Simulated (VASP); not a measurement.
Computed with r2SCAN meta-GGA, VASP's PBE PAW potentials (set 64) (plane waves; VASP).

VASP input:

### KPOINTS
```
Automatic mesh
0
gamma
13 13 7
0 0 0
```

File POSCAR:
```
Zr
1
    1.5685207693    -2.7167575988     0.0000000000
    1.5685207693     2.7167575988    -0.0000000000
    0.0000000000     0.0000000000     5.0346888215
Zr
2
Direct
  0.3333330000   0.6666670000   0.2500000000
  0.6666670000   0.3333330000   0.7500000000
```

### INCAR
```
EDIFFG  =  -0.02
SYSTEM  =  Zr
LWAVE  =  .False.
NSW  =  40
ALGO  =  Normal   # blocked Davidson
ISIF  =  3   # ions, shape and volume
ENCUT  =  500   # plane-wave cut-off (eV)
EDIFF  =  1E-6
LMIXTAU  =  .True.
LCHARG  =  .False.
NELM  =  100
PREC  =  Accurate
ISMEAR  =  1   # Methfessel-Paxton
SIGMA  =  0.1
IBRION  =  2
LMAXMIX  =  4
LREAL  =  .False.
LASPH  =  .True.
PSTRESS  =  100   # kbar
METAGGA  =  R2SCAN
```

POTCAR, in this order: Zr_sv (PBE.64 set). Program: vasp_std.

The resulting files:

OSZICAR:
```
       N       E                     dE             d eps       ncg     rms          rms(c)
DAV:   1     0.185199848383E+03    0.18520E+03   -0.13854E+04  2688   0.150E+03
DAV:   2    -0.411667655577E+02   -0.22637E+03   -0.22449E+03  3336   0.426E+02
DAV:   3    -0.584152174416E+02   -0.17248E+02   -0.17103E+02  5120   0.831E+01
DAV:   4    -0.588427410665E+02   -0.42752E+00   -0.42752E+00  2872   0.148E+01
DAV:   5    -0.588591839837E+02   -0.16443E-01   -0.16443E-01  4240   0.185E+00    0.206E+01
DAV:   6    -0.470625115435E+02    0.11797E+02   -0.10165E+01  3368   0.234E+01    0.564E+00
DAV:   7    -0.438001715367E+02    0.32623E+01   -0.16774E+00  2984   0.125E+01    0.115E+00
DAV:   8    -0.452570994629E+02   -0.14569E+01   -0.81064E-01  2840   0.103E+01    0.846E-01
DAV:   9    -0.448412593102E+02    0.41584E+00   -0.10524E+00  2688   0.101E+01    0.813E-01
DAV:  10    -0.449350689353E+02   -0.93810E-01   -0.19135E-01  2904   0.375E+00    0.909E-01
DAV:  11    -0.453788689252E+02   -0.44380E+00   -0.28440E-01  2872   0.436E+00    0.392E-01
DAV:  12    -0.453672947989E+02    0.11574E-01   -0.11376E-02  3952   0.103E+00    0.284E-01
DAV:  13    -0.453795476222E+02   -0.12253E-01   -0.24001E-03  3176   0.561E-01    0.138E-01
DAV:  14    -0.453790152657E+02    0.53236E-03   -0.81706E-03  2784   0.770E-01    0.683E-02
DAV:  15    -0.453788424923E+02    0.17277E-03   -0.30547E-04  4064   0.141E-01    0.807E-02
DAV:  16    -0.453794111540E+02   -0.56866E-03   -0.56058E-04  2776   0.213E-01    0.331E-02
DAV:  17    -0.453796045424E+02   -0.19339E-03   -0.25198E-04  4112   0.102E-01    0.334E-02
DAV:  18    -0.453795476321E+02    0.56910E-04   -0.25124E-05  2936   0.391E-02    0.210E-02
DAV:  19    -0.453794890654E+02    0.58567E-04   -0.23004E-05  2928   0.518E-02    0.999E-03
DAV:  20    -0.453794991968E+02   -0.10131E-04   -0.31424E-06  2656   0.148E-02    0.690E-03
DAV:  21    -0.453794670163E+02    0.32180E-04   -0.13089E-05  2952   0.358E-02    0.314E-03
DAV:  22    -0.453794888492E+02   -0.21833E-04   -0.46823E-06  2128   0.234E-02    0.110E-03
DAV:  23    -0.453794877428E+02    0.11065E-05   -0.14789E-07  1584   0.509E-03    0.109E-03
DAV:  24    -0.453794866991E+02    0.10437E-05   -0.63592E-08  1512   0.266E-03    0.776E-04
DAV:  25    -0.453794863992E+02    0.29985E-06   -0.48986E-08  1552   0.179E-03
   1 F= -.42701347E+02 E0= -.42700980E+02  d E =-.427013E+02
```

### OUTCAR
```
------------------------ aborting loop because EDIFF is reached ----------------------------------------
  FORCE on cell =-STRESS in cart. coord.  units (eV):
  Direction    XX          YY          ZZ          XY          YZ          ZX
  --------------------------------------------------------------------------------------
  Total        2.6758410      2.6758408      2.6986361     -0.0000000     -0.0000000      0.0000000
  in kB       99.9141709     99.9141660    100.7653277     -0.0000000     -0.0000000      0.0000000
  external PRESSURE =       0.1978882 kB  Pullay stress =     100.0000000 kB
  volume of cell :       42.91
      direct lattice vectors                 reciprocal lattice vectors
     1.568520769 -2.716757599  0.000000000     0.318771680 -0.184042919  0.000000000
     1.568520769  2.716757599  0.000000000     0.318771680  0.184042919  0.000000000
     0.000000000  0.000000000  5.034688821     0.000000000  0.000000000  0.198622007
 POSITION                                       TOTAL-FORCE (eV/Angst)
 -----------------------------------------------------------------------------------
      1.56852      0.90559      1.25867         0.000000     -0.000000      0.000000
      1.56852     -0.90559      3.77602         0.000000      0.000000      0.000000
 -----------------------------------------------------------------------------------
    total drift:                               -0.000000      0.001092     -0.000018
  FREE ENERGIE OF THE ION-ELECTRON SYSTEM (eV)
  ---------------------------------------------------
  free  energy   TOTEN  =       -45.3794863992 eV

  energy  without entropy=      -45.3783864257  energy(sigma->0) =      -45.37911974
  enthalpy is  TOTEN    =       -42.7013468019 eV   P V=        2.6781395974

 reached required accuracy - stopping structural energy minimisation
```
(Selected blocks of OUTCAR.)

The compound is Zr in the hcp structure. It was relaxed first under an external pressure of 10 GPa.
